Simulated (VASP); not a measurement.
```xyz
5
Lattice="3.8334 0.0000 0.0000 0.0000 3.8334 0.0000 0.0000 0.0000 3.8334" Properties=species:S:1:pos:R:3 pbc="T T T"
Fe     0.0000     0.0000     0.0000
Mo     1.9167     1.9167     1.9167
O      0.0000     1.9167     1.9167
O      1.9167     1.9167     0.0000
O      1.9167     0.0000     1.9167
```
Starting moments (μB, in the order of the record's atoms Fe Mo O O O): 4.0 0.0 0.0 0.0 0.0.

Computed with PBEsol GGA, VASP's PBE PAW potentials (set 64) (plane waves; VASP 6.6.1). Run with 400 eV cut-off, 5×5×5 Γ-centred mesh, Fermi-Dirac smearing of 0.10 eV, potentials Fe Mo_sv O.

At this cut-off the stress carries a Pulay error, which pulls relaxed volumes low. The moments were started parallel, and other spin orders were not tried in this run.

Problem. Predict the cell moment, energy per atom (σ→0), pressure, band gap (on the k-mesh) with the smallest direct gap where there is one.

Solution. 
```json
{
 "band gap (on the k-mesh)": "none (metal, semimetal or under 0.01 eV)",
 "cell_moment": "3.53 μB",
 "energy per atom (σ→0)": "-8.330 eV/atom",
 "pressure": "-1.51 GPa"
}
```

Problem. Give the moment on each site (PAW-sphere projection).

Solution. 
| site | moment (μB) |
|---|---|
| Fe1 | 3.30 |
| Mo2 | -0.01 |
| O3 | 0.04 |
| O4 | 0.04 |
| O5 | 0.04 |

Only differences to runs with the same potentials and settings are physical.

The structure was generated: FeMoO3 was put into an ordered model structure, which need not be its known phase. The cell was not relaxed at this level. The k-mesh is coarse (spacing up to 0.33 per Å, 2π included), so the numbers may not be converged in it.
